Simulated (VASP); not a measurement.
Data:

```
CELL_PARAMETERS angstrom
      0.00000     2.26178     2.26178
      2.26178     0.00000     2.26178
      2.26178     2.26178     0.00000
ATOMIC_POSITIONS crystal
  Ga 0.00000 0.00000 0.00000
  N  0.25000 0.25000 0.25000
```

Method: PBE GGA with D3 dispersion (zero damping), VASP's PBE PAW potentials (set 64) (plane waves; VASP). Settings: 520 eV cut-off, Gaussian smearing of 0.050 eV, potentials Ga_d N.

Problem. Give the energies of bands 7 to 11 at the high-symmetry points, in eV from the valence-band maximum.

Solution. 
```csv
band,Γ,X,U,L,W
7,0.00,-6.08,-5.82,-6.96,-5.65
8,0.00,-2.66,-4.19,-0.95,-3.64
9,0.00,-2.66,-2.14,-0.95,-3.58
10,1.65,3.35,4.98,4.56,6.20
11,10.23,6.60,7.77,8.67,8.27
```

The gap is direct, 1.65 eV, from the valence maximum at Γ to the conduction minimum at Γ.

The compound is GaN in the zinc blende structure, a metastable form; wurtzite is the usual one. It was relaxed first.
